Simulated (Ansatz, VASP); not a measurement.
# BeGa3 in VASP and in Ansatz

```
Be Ga
1.0
    -2.05234    2.30147    3.76457
     2.30147   -2.05234    3.76457
     2.00285    2.00285   -3.63026
Be Ga
1 3
Direct
  0.97154 0.97154 0.96404
  0.78783 0.26899 0.54670
  0.26899 0.78783 0.54670
  0.47164 0.47164 0.94256
```

Alike in both runs: task single point; functional PBE; k mesh 10 × 10 × 12; occupations gaussian, width 0.1 eV; no spin polarisation.

|  | VASP | Ansatz |
| --- | --- | --- |
| version | VASP 6.6.1 | Ansatz 0.2.0 |
| potentials or method | VASP PAW PBE potentials, release 64 (Be, Ga_d) | scalar-relativistic, plane waves, PAW |
| plane-wave cutoff (eV) | 520 | 420 |
| valence electrons in the cell | 41 | 41 |

```tsv
	VASP	Ansatz	Ansatz less VASP
gap on the k mesh at the Fermi level (eV)	none	none	-
pressure (GPa)	-3.4	-3.4	-0.02
largest component of the traceless stress (GPa)	2.50	2.49	-0.009
rms of the force components (eV/Å)	0.145	0.144	-0.0015
```

Atom by atom the forces differ by 0.002 eV/Å (rms over components). A gap of «none» marks a metal or a gap that the smearing closes. The functional is the same, so the differences come from potentials, cutoffs and numerics.
